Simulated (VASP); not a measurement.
Input:

```xyz
2
Lattice="0.0000 2.8997 2.8997 2.8997 0.0000 2.8997 2.8997 2.8997 0.0000" Properties=species:S:1:pos:R:3 pbc="T T T"
Cd     0.0000     0.0000     0.0000
S      1.4499     1.4499     1.4499
```

The numbers are results of vdW-DF-cx, VASP's PBE PAW potentials (set 64) (plane waves; VASP 6.6.1), not measurements. Numerical set-up: 520 eV cut-off, 8×8×8 Γ-centred mesh, Gaussian smearing of 0.050 eV, potentials Cd S.

Q: Give the stress tensor in GPa (positive for a compressed cell).

A: 
```
1.95  0.00  0.00
0.00  1.95  0.00
0.00  0.00  1.95
```
The pressure is its mean diagonal, 1.95 GPa.

The compound is CdS in the zinc blende structure, a metastable form; wurtzite is the usual one. This cell is one point of a volume scan, at 0.97 of the reference volume.
